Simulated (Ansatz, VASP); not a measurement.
**LaC2: VASP beside Ansatz**

Wanted: the spread between two codes on one cell, functional and k mesh. The cell is taken from a series of runs on this material, whose earlier steps may have relaxed, scaled, displaced or heated it; both programs get it as it stands.

Main program and level: Ansatz 0.2.0; plane waves, with VASP 6.6.1 beside it; relaxation of cell and atoms at PBEsol and zone-centre phonons at PBEsol.

### 1. Set-up

It takes space group I4/mmm (No. 139, tetragonal). Conventional cell: a = 3.892 Å, b = 3.892 Å, c = 6.529 Å, α = 90.00°, β = 90.00°, γ = 90.00°. Nearest to La lie 10 C at 2.62 to 2.83 Å. Nearest to C lie 1 C at 1.29 Å and 5 La at 2.62 to 2.83 Å. Farther neighbours are not listed.

Coordinates:

```cif
data_structure
_symmetry_space_group_name_H-M 'I4/mmm'
_symmetry_Int_Tables_number 139
_cell_length_a 3.8923
_cell_length_b 3.8923
_cell_length_c 6.5292
_cell_angle_alpha 90.000
_cell_angle_beta 90.000
_cell_angle_gamma 90.000
_cell_volume 98.92
loop_
_atom_site_label
_atom_site_type_symbol
_atom_site_symmetry_multiplicity
_atom_site_Wyckoff_symbol
_atom_site_fract_x
_atom_site_fract_y
_atom_site_fract_z
_atom_site_occupancy
La1 La 2 a 0.00000 0.00000 0.00000 1
C1 C 4 e 0.00000 0.00000 0.40092 1
```

### 2. VASP: relaxation of cell and atoms, PBEsol

The relaxed volume is the usual yardstick between codes: in a stiff, nearly cubic crystal its relative difference is about their pressure difference at one cell divided by the bulk modulus.

Lines of VASP's logs that name or quote its potential files are left out, and so is its time.

INCAR reads:

```
SYSTEM = LaC2
PREC = Accurate
ENCUT = 600
EDIFF = 1E-07
NELM = 200
ISMEAR = 0
SIGMA = 0.1
LREAL = .FALSE.
ALGO = Normal
GGA = PS
NBANDS = 15
LASPH = .TRUE.
LORBIT = 11
LWAVE = .FALSE.
LCHARG = .FALSE.
ISIF = 3
IBRION = 2
NSW = 80
EDIFFG = -0.005
GGA_COMPAT = .FALSE.
NELMIN = 4
LMAXMIX = 6
KPAR = 2
```

POSCAR reads:

```
LaC2
1.0
   -1.9461600000      1.9461600000      3.2645810000
    1.9461600000     -1.9461600000      3.2645810000
    1.9461600000      1.9461600000     -3.2645810000
La C
1 2
Direct
    0.0000000000      0.0000000000      0.0000000000
    0.4009235795      0.4009235795      0.0000000000
    0.5990762674      0.5990762674      0.0000000000
```

KPOINTS reads:

```
Automatic mesh
0
Gamma
10 10 10
0 0 0
```

Potentials, in the order of the species: La and C (PBE family, release 64).

On the command line:

```console
mpirun -np 2 vasp_std
```

Numbers of over 12 decimals in the logs are rounded to 6 here.

Output:

```text
[banner, memory and clock lines left out]
running    2 mpi-ranks, on    1 nodes
 distrk:  each k-point on    1 cores,    2 groups
 distr:  one band on    1 cores,    1 groups

 POSCAR found type information on POSCAR LaC
 POSCAR found :  2 types and       3 ions
|                                                                             |
|               ----> ADVICE to this user running VASP <----                  |
|                                                                             |
|     You enforced a specific xc type in the INCAR file but a different       |
|     [... a line on the potential file left out ...]
|     I HOPE YOU KNOW WHAT YOU ARE DOING!                                     |
|                                                                             |

 LDA part: xc-table for (Slater+PW92), standard interpolation
 POSCAR, INCAR and KPOINTS ok, starting setup
 FFT: planning ... GRIDC
 FFT: planning ... GRID_SOFT
 FFT: planning ... GRID
 WAVECAR not read
 entering main loop
       N       E                     dE             d eps       ncg     rms          rms(c)
DAV:   1     0.164495199681E+03    0.16450E+03   -0.79152E+03  3124   0.191E+03
DAV:   2    -0.154070250899E+01   -0.16604E+03   -0.15852E+03  4391   0.260E+02
DAV:   3    -0.262655911121E+02   -0.24725E+02   -0.23319E+02  5155   0.132E+02
DAV:   4    -0.273980194843E+02   -0.11324E+01   -0.11242E+01  4781   0.284E+01
DAV:   5    -0.274670832009E+02   -0.69064E-01   -0.68975E-01  4811   0.597E+00    0.805E+00
DAV:   6    -0.251122546695E+02    0.23548E+01   -0.90601E+00  4886   0.181E+01    0.375E+00
DAV:   7    -0.250444225391E+02    0.67832E-01   -0.10143E+00  4867   0.655E+00    0.203E+00
DAV:   8    -0.250320374406E+02    0.12385E-01   -0.20134E-01  5412   0.455E+00    0.444E-01
DAV:   9    -0.250281339308E+02    0.39035E-02   -0.31334E-02  5235   0.143E+00    0.162E-01
DAV:  10    -0.250285312818E+02   -0.39735E-03   -0.36110E-03  4746   0.609E-01    0.599E-02
DAV:  11    -0.250286908314E+02   -0.15955E-03   -0.51700E-04  5290   0.179E-01    0.413E-02
DAV:  12    -0.250287653320E+02   -0.74501E-04   -0.32215E-04  4555   0.141E-01    0.143E-02
DAV:  13    -0.250287722934E+02   -0.69613E-05   -0.45946E-05  5548   0.485E-02    0.108E-02
DAV:  14    -0.250287752960E+02   -0.30027E-05   -0.19876E-05  4397   0.376E-02    0.271E-03
DAV:  15    -0.250287754617E+02   -0.16569E-06   -0.25424E-06  5771   0.138E-02    0.182E-03
DAV:  16    -0.250287753549E+02    0.10686E-06   -0.69281E-07  4256   0.751E-03    0.473E-04
DAV:  17    -0.250287754075E+02   -0.52664E-07   -0.85167E-08  3622   0.343E-03
   1 F= -.25028775E+02 E0= -.25025552E+02  d E =-.250288E+02
[...]
2 F= -.25022408E+02 E0= -.25019249E+02  d E =0.636768E-02
[...]
3 F= -.25028972E+02 E0= -.25025758E+02  d E =-.196828E-03
[...]
4 F= -.25029036E+02 E0= -.25025831E+02  d E =-.632681E-04
[...]
5 F= -.25029037E+02 E0= -.25025832E+02  d E =-.652292E-04
[...]
6 F= -.25029039E+02 E0= -.25025832E+02  d E =-.122306E-05
 trial-energy change:   -0.000001  1 .order   -0.000001   -0.000004    0.000002
 step:   0.5495(harm=  0.5495)  dis= 0.00014  next Energy=   -25.029039 (dE=-0.143E-05)
 bond charge predicted
       N       E                     dE             d eps       ncg     rms          rms(c)
DAV:   1    -0.250290391897E+02   -0.47309E-06   -0.42513E-05  3335   0.968E-02    0.259E-03
DAV:   2    -0.250290390568E+02    0.13292E-06   -0.20842E-06  4650   0.173E-02    0.151E-03
DAV:   3    -0.250290389298E+02    0.12700E-06   -0.47262E-07  4412   0.756E-03    0.370E-04
DAV:   4    -0.250290389298E+02   -0.82309E-10   -0.20081E-08  1775   0.210E-03
   7 F= -.25029039E+02 E0= -.25025833E+02  d E =-.146551E-05
 curvature:  -0.28 expect dE=-0.118E-05 dE for cont linesearch -0.220E-08
 trial: gam= 0.78130 g(F)=  0.187E-05 g(S)=  0.241E-05 ort = 0.204E-06 (trialstep = 0.507E+00)
 search vector abs. value=  0.780E-05
 reached required accuracy - stopping structural energy minimisation
```

From OUTCAR (step 2):

```text
ion  position               nearest neighbor table
   1  0.000  0.000  0.000-   2 2.62   3 2.62   3 2.83   3 2.83   3 2.83   3 2.83   2 2.83   2 2.83
                             2 2.83   2 2.83
   2  0.401  0.401  0.000-   3 1.29   1 2.62   1 2.83   1 2.83   1 2.83   1 2.83
   3  0.599  0.599  0.000-   2 1.29   1 2.62   1 2.83   1 2.83   1 2.83   1 2.83

  LATTYP: Found a body centered tetragonal cell.
 ALAT       =     3.8923200000
 C/A-ratio  =     1.6774473836

 Subroutine GETGRP returns: Found 16 space group operations
 (whereof 16 operations were pure point group operations)

The static configuration has the point symmetry D_4h.

 Found    102 irreducible k-points:

   k-points           NKPTS =    102   k-points in BZ     NKDIM =    102   number of bands    NBANDS=     15

   dimension x,y,z NGX =    36 NGY =   36 NGZ =   36
   dimension x,y,z NGXF=    72 NGYF=   72 NGZF=   72

   ENCUT  =  600.0 eV  44.10 Ry    6.64 a.u.   8.53  8.53  8.53*2*pi/ulx,y,z

   NELECT =      19.0000    total number of electrons

 k-points in reciprocal lattice and weights: Automatic mesh
   0.00000000  0.00000000  0.00000000       0.001
   0.10000000  0.00000000  0.00000000       0.008
   0.20000000  0.00000000  0.00000000       0.008
   0.30000000  0.00000000  0.00000000       0.008
   0.40000000 -0.00000000  0.00000000       0.008
   0.50000000 -0.00000000  0.00000000       0.004
   0.10000000  0.10000000  0.00000000       0.008
   0.20000000  0.10000000  0.00000000       0.016
   0.30000000  0.10000000  0.00000000       0.016
[...]
-0.40000000 -0.40000000  0.40000000       0.002
   0.50000000  0.50000000  0.50000000       0.001

 average (electrostatic) potential at core
       1 -96.0672       2 -47.1799       3 -47.1799

 E-fermi :   7.4182

 k-point     1 :       0.0000    0.0000    0.0000
  band No.  band energies     occupation
    ...
      7       2.6133      2.00000
      8       4.3132      2.00000
      9       4.3132      2.00000
     10       7.3169      1.84769
     11       7.3169      1.84769
     12       7.9766      0.00000
     13       9.5726      0.00000
     14      10.2730      0.00000
     15      10.2733      0.00000

 k-point     2 :       0.1000    0.0000    0.0000
  band No.  band energies     occupation
    ...
      7       3.1448      2.00000
      8       4.1293      2.00000
      9       4.1320      2.00000
     10       7.3545      1.63179
     11       7.4586      0.56767
     12       8.1358      0.00000
     13       9.7072      0.00000
     14      10.2752      0.00000
     15      10.2900      0.00000

 k-point     3 :       0.2000    0.0000    0.0000
  band No.  band energies     occupation
    ...
      5      -6.5019      2.00000
      6       1.5710      2.00000
      7       3.3633      2.00000
      8       3.7147      2.00000
      9       4.0554      2.00000
     10       7.5206      0.14727
     11       7.8480      0.00000
     12       8.5913      0.00000
     13       9.9591      0.00000
     14      10.2433      0.00000
    ...

  Total       -0.0016107     -0.0016107      0.0120214      0.0000000      0.0000000      0.0000000
  in kB       -0.0522838     -0.0522838      0.3902221      0.0000000      0.0000000      0.0000000
  external PRESSURE =       0.0952182 kB  Pullay stress =       0.0000000 kB

  energy-cutoff  :      600.00
  volume of cell :       49.36
      direct lattice vectors                 reciprocal lattice vectors
    -1.944071914  1.944071914  3.264905713     0.000000000  0.257192132  0.153143779
     1.944071914 -1.944071914  3.264905713     0.257192132  0.000000000  0.153143779
     1.944071914  1.944071914 -3.264905713     0.257192132  0.257192132  0.000000000

 POSITION                                       TOTAL-FORCE (eV/Angst)
 -----------------------------------------------------------------------------------
      0.00000      0.00000     -0.00000        -0.000000     -0.000000     -0.000000
      0.00000      0.00000      2.61684         0.000000      0.000000     -0.004401
      0.00000      0.00000      3.91297         0.000000      0.000000      0.004401
 -----------------------------------------------------------------------------------
    total drift:                                0.000000      0.000000      0.000176

  FREE ENERGIE OF THE ION-ELECTRON SYSTEM (eV)
  ---------------------------------------------------
  free  energy   TOTEN  =       -25.0290389298 eV

  energy  without entropy=      -25.0226264379  energy(sigma->0) =      -25.02583268

 reached required accuracy - stopping structural energy minimisation

 total charge
# of ion       s       p       d       f       tot
--------------------------------------------------
    1        2.026   5.670   0.670   0.165   8.532
    2        0.915   1.568   0.000   0.000   2.483
    3        0.915   1.568   0.000   0.000   2.483
--------------------------------------------------
tot          3.857   8.806   0.670   0.165  13.499

[... 3 further parts left out ...]
```

The run keeps the 16 symmetry operations of its start, so it cannot find a distortion of lower symmetry.

### 3. Ansatz: relaxation of cell and atoms, PBEsol

Ansatz runs on its default PAW (the set named soft_2) files.

The same cell, functional, mesh and smearing now go to Ansatz, which takes its cutoff from its data sets.

input.yaml reads:

```yaml
crystal:
  lattice:
    - [-1.9461602415, 1.9461602415, 3.2645807039]
    - [1.9461602415, -1.9461602415, 3.2645807039]
    - [1.9461602415, 1.9461602415, -3.2645807039]
  atoms:
    - { symbol: La, position: [0.0, 0.0, 0.0] }
    - { symbol: C, position: [0.4009236796, 0.4009236796, 0.0] }
    - { symbol: C, position: [0.5990763204, 0.5990763204, 0.0] }
kpoints:
  mp_grid: { grid: [10, 10, 10] }
hamiltonian:
  xc: pbesol
scf:
  occupations: { method: gaussian, width: 0.1 }
output:
  forces: true
  stress: true
  eigenvalues: true
relax:
  adjacent_minimum: "off"
  f_tol: 0.005
  max_steps: 80
  cell: { stress_tol: 0.05 }
```

On the command line:

```console
ansatz run input.yaml --threads 8 --pin off --max-ram 16384MiB --backend cpu --events-out ev --progress --plain --runs-dir out
```

Output:

```text
Engine: ansatz 0.2.0, aarch64-unknown-linux-gnu
Pseudopotentials: kind: paw
Pseudopotential: La, paw, valence charge 11, recommended cutoff 420 eV (normal), La.paw.azcp
Pseudopotential: C, paw, valence charge 4, recommended cutoff 420 eV (normal), C.paw.azcp
Functional definition: PBEsol
  exchange = pbesol_x
  correlation = pbesol_c
Crystal: 3 atoms, lattice volume = 49.459 Å³
Basis set: ecut = 420 eV, 967 PW (Γ), exchange–correlation on 60×60×60 points (8 copies of the dense FFT grid, shifted against one another)
Bands: 14, of which v1, the nominal top of the filled ones, is band 10 counted from 1 (9 counted from 0)
Symmetry: 16 space group operations
Space group: I4/mmm (ITA 139), of the structure as read, at distance tolerance 3.7e-5 Å
k-points: 102 of 1000
Non-local potential: La, projectors of the file, l = 0: 3, l = 1: 2, l = 2: 2, l = 3: 3
Non-local potential: C, projectors of the file, l = 0: 2, l = 1: 2, l = 2: 1
PAW form: soft (Blöchl's): semilocal exchange-correlation on the pseudo side does not see the compensation charge
PAW frozen core: La, regenerated for the run's functional, and the local potential with it (the file was generated under x = pbe(κ = 0.804, μ = 0.219515), c = pbe(β = 0.066725))
PAW frozen core: C, regenerated for the run's functional, and the local potential with it (the file was generated under x = pbe(κ = 0.804, μ = 0.219515), c = pbe(β = 0.066725))
PAW one-centre angular grid: La, 590 points (default); XC on 64 Gauss nodes
PAW one-centre angular grid: C, 110 points (default); XC on 64 Gauss nodes
Initial density: superposition of atomic densities (neutral atoms: chi_scale 0, normalization atom), corrected by the library's trained network
Initial wavefunctions: pseudopotential atomic-orbital guess
Functional: x = pbesol(κ = 0.804, μ = 0.123457), c = pbesol(β = 0.046)
SCF iter   1: F=—  HF=-6655.041310 eV  |F-HF|=—  |Δ(HF+E_count)|=         —  Δρ=5.48e-3  dr2=1.81e-2  ethr=1.77e-3  ⟨swp⟩=4.0  Hψ=6525  notcnv=0
preconditioner: auto → Kerker (q_TF=auto, 2.326 Å⁻¹)  [metal: Δε(μ)=0.018 eV  Ē_g=11.312 eV  σ=0.100 eV  W_gap=0.10  n_scr=14 (ndim 8)  ℏωp=21.8 eV  f_vac=0.000  D(μ)=1.31/eV (n_scr^D=10)]
SCF iter   2: F=—  HF=-6655.037554 eV  |F-HF|=—  |Δ(HF+E_count)|=   3.76e-3  Δρ=2.29e-3  dr2=3.10e-3  ethr=9.54e-5  ⟨swp⟩=2.4  Hψ=2869  notcnv=0
SCF iter   3: F=—  HF=-6655.037272 eV  |F-HF|=—  |Δ(HF+E_count)|=   2.83e-4  Δρ=6.14e-4  dr2=2.23e-4  ethr=1.63e-5  ⟨swp⟩=2.0  Hψ=1879  notcnv=0
SCF iter   4: F=—  HF=-6655.037282 eV  |F-HF|=—  |Δ(HF+E_count)|=   1.06e-5  Δρ=1.35e-4  dr2=9.14e-6  ethr=1.17e-6  ⟨swp⟩=2.4  Hψ=2293  notcnv=0
SCF iter   5: F=—  HF=-6655.037283 eV  |F-HF|=—  |Δ(HF+E_count)|=   9.32e-7  Δρ=3.36e-5  dr2=4.80e-7  ethr=4.81e-8  ⟨swp⟩=2.5  Hψ=2080  notcnv=0
SCF iter   6: F=-6655.037283 eV  HF=-6655.037283 eV  |F-HF|=3.20e-9  |Δ(HF+E_count)|=   2.46e-7  Δρ=6.70e-6  dr2=1.76e-8  ethr=5.26e-10  ⟨swp⟩=6.9  Hψ=7496  notcnv=0
SCF 1 converged in 6 iterations: F = -6655.037283 eV  dr2 = 1.76e-8
  greatest PAW one-centre occupation: 0.972 electrons in one spin orbital (limit 2), on the La atom at site 0 (counted from 0), in its partial waves of l = 0
relax step   1: F+E_penalty+E_count = -6655.03728342 eV  Δ(F+E_penalty+E_count) = +0.000e0 eV  max|allowed force component| = 1.547e-2 eV/Å  Δτ_max = 0.0000 Å  P = -0.008 GPa  Ω = 49.459 Å³  (6 SCF iters, dr2 threshold 1.00e-7 eV, accepted)
[...]
relax step   2: F+E_penalty+E_count = -6655.03734598 eV  Δ(F+E_penalty+E_count) = -6.256e-5 eV  max|allowed force component| = 1.328e-2 eV/Å  Δτ_max = 0.0007 Å  P = +0.088 GPa  Ω = 49.365 Å³  energy of the carried Pulay correction = +1.207e-4 eV  (4 SCF iters, dr2 threshold 1.29e-7 eV, rejected (line search))
[...]
relax step   3: F+E_penalty+E_count = -6655.03736237 eV  Δ(F+E_penalty+E_count) = -7.895e-5 eV  max|allowed force component| = 6.370e-3 eV/Å  Δτ_max = 0.0002 Å  P = +0.006 GPa  Ω = 49.428 Å³  energy of the carried Pulay correction = +3.949e-5 eV  (7 SCF iters, accepted)
[...]
relax step   4: F+E_penalty+E_count = -6655.03736409 eV  Δ(F+E_penalty+E_count) = -1.723e-6 eV  max|allowed force component| = 2.021e-3 eV/Å  Δτ_max = 0.0000 Å  P = +0.003 GPa  Ω = 49.427 Å³  energy of the carried Pulay correction = +4.091e-5 eV  (3 SCF iters, dr2 threshold 2.54e-9 eV, accepted)
[...]
relax step   5: F+E_penalty+E_count = -6655.03731468 eV  Δ(F+E_penalty+E_count) = +4.941e-5 eV  max|allowed force component| = 1.960e-3 eV/Å  Δτ_max = 0.0000 Å  P = +0.002 GPa  Ω = 49.427 Å³  stress off target by 7.99e-3 GPa  SCF on the basis re-selected at this cell (its energy is not comparable with the rows above)  (4 SCF iters)
basis re-selected at this cell: Δ(F+E_penalty+E_count) = +4.941e-5 eV, ΔP = -0.001 GPa vs the last step (what re-selecting the basis moved, of the pressure what is left beyond the Pulay correction that the steps carried, after the strain that the cell walked since its last selection, with what the two solves' SCF thresholds leave and, on support functions, any second-order correction that the steps lacked; it is no m [...]
SCF converged after 4 iterations
Free energy (F): -6655.037315 eV
Harris-Foulkes:  -6655.037315 eV  (|F-HF|=1.00e-11)
Internal energy: -6655.030852 eV  (E = F + TS)
E sigma→0 (E₀):  -6655.034083 eV
Entropy (-TS):   -0.006463 eV (-2.154 meV/atom)
Fermi energy:    10.597077 eV
--- Per-component energies (eV) ---
  E_band       = -22.268932
  E_kinetic    = 365.679404
  E_local      = -496.255871  (includes V_loc(G=0)·N_el)
  E_nonlocal   = 153.418162
  E_hartree    = 148.711948
  E_xc         = -232.635934
  E_vxc        = -264.328108  (∫ρ·V_xc dr)
  E_paw        = -5519.105633  (= ΣΔE_a)
  E_vpaw       = -78.206393  (= ΣTr[D̂ρ^β])
  E_aug_tail   = 0.000013  (compensation charges beyond the density's cutoff)
  E_ewald      = -1075.054651
  E_core_change = 0.211710  (= ΣΔE_core)
  E_smearing   = -0.006463  (= −TS)
  E_closure    = 0.000000  (closes the sum)
  Σ components = -6655.037315   (vs F -6655.037315, Δ=0.00e0)
--- Forces (eV/Å), atoms counted from 1 ---
  atom   1  La    -0.00000000     0.00000000     0.00000000
  atom   2  C     -0.00000000     0.00000000    -0.00195954
  atom   3  C     -0.00000000     0.00000000     0.00195954
  max |Σ_I F_I| component: 4.16e-17 eV/Å
--- Stress (GPa, compression-positive) ---
        0.006758      -0.000000       0.000000
       -0.000000       0.006758       0.000000
        0.000000       0.000000      -0.007989
  P = ⅓ Tr σ = 0.0018 GPa (0.018 kbar)
--- Band table (eV; the first three rows and the last of 102) ---
  k-point 0: bands = [... 6 lower, 5.7911, 7.4858, 7.4858, 10.5090, 10.5090, 11.1635, 12.6312, 13.2990]
  k-point 1: bands = [... 6 lower, 5.8153, 6.9693, 7.4411, 10.1537, 10.9337, 11.5469, 12.8148, 13.2664]
  k-point 2: bands = [... 6 lower, 5.7306, 6.5607, 7.4079, 9.4683, 11.8980, 12.3449, 13.0749, 13.1133]
  k-point 101: bands = [... 6 lower, 7.3153, 7.3153, 8.0115, 9.8778, 13.0634, 13.0970, 13.1236, 13.1236]
--- Relaxed structure (4 steps of the walk, 3 accepted, 1 SCFs on fresh bases) ---
  F+E_penalty+E_count = -6655.03731468 eV   max|allowed force component| = 1.960e-3 eV/Å   (the final SCF, on the basis selected at the relaxed cell)
  cell:  # Å, volume = 49.4272 Å³
    - [-1.944994, 1.944994, 3.266398]
    - [1.944994, -1.944994, 3.266398]
    - [1.944994, 1.944994, -3.266398]
  atoms:
    - { symbol: La, position: [0, 0, 0] }
    - { symbol: C, position: [0.400954, 0.400954, 0] }
    - { symbol: C, position: [0.599046, 0.599046, 0] }
```

The column dr2 measures how far the density is from self-consistency, as an energy; F and HF (Harris–Foulkes) agree once it is small.

### 4. Side by side

Known differences besides the potentials themselves: the cutoff is 420 eV in Ansatz and 600 eV in VASP; Ansatz makes its cores anew for this functional, VASP keeps those of its PBE data sets; Ansatz adds a Pulay correction to the stress that steers its cell, VASP none. Total energies have different zeros and are not compared.

Both answers:

| quantity | Ansatz | VASP | difference |
| --- | --- | --- | --- |
| volume (Å³) | 49.43 | 49.36 | +0.14 % |
| edge a after relaxation, in the typed setting (Å) | 4.270 | 4.268 | +0.05 % |

(Part 1 of 2 ends here.)

[Lines on the potential files, build, host, timing and source positions are cut from VASP's logs without a mark.]

[Logs are printed without paths, hosts, clocks, repeated set-up lines and the standing remarks that a program may print on its own settings, such as how far it seeks lower states.]

[Hosts, paths, dates, database ids (printed as entryN), source tags and the programs' standing remarks are cut or masked in the printed files.]
